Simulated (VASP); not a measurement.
Consider the following.

```yaml
crystal:
  lattice:
    - [0.00000, 2.11544, 2.11544]
    - [2.11544, 0.00000, 2.11544]
    - [2.11544, 2.11544, 0.00000]
  atoms:
    - { symbol: Ti, position: [0.00000, 0.00000, 0.00000] }
    - { symbol: N, position: [0.50000, 0.50000, 0.50000] }
```

Method: rev-vdW-DF2, VASP's PBE PAW potentials (set 64) (plane waves; VASP). Numerical set-up: 520 eV cut-off, Gaussian smearing of 0.050 eV, potentials Ti_sv N.

Question: Give the energies of bands 6 to 11 at the high-symmetry points, in eV from the Fermi level.

Answer: 
```json
[
 {"band": "6", "Γ": "-2.04", "X": "-5.80", "U": "-5.81", "L": "-8.07", "W": "-5.46"},
 {"band": "7", "Γ": "-2.04", "X": "-3.22", "U": "-5.70", "L": "-5.51", "W": "-5.46"},
 {"band": "8", "Γ": "-2.04", "X": "-3.22", "U": "-4.47", "L": "-5.51", "W": "-5.37"},
 {"band": "9", "Γ": "-0.64", "X": "-3.08", "U": "-0.47", "L": "1.67", "W": "0.92"},
 {"band": "10", "Γ": "-0.64", "X": "1.64", "U": "1.97", "L": "1.67", "W": "0.92"},
 {"band": "11", "Γ": "-0.64", "X": "2.37", "U": "2.31", "L": "2.36", "W": "2.38"}
]
```

It has no gap at this level: it comes out as a metal or semimetal.

The compound is TiN in the rock salt structure. It was relaxed first. The electron count is odd and the run is not spin-polarised, which forces a metal.
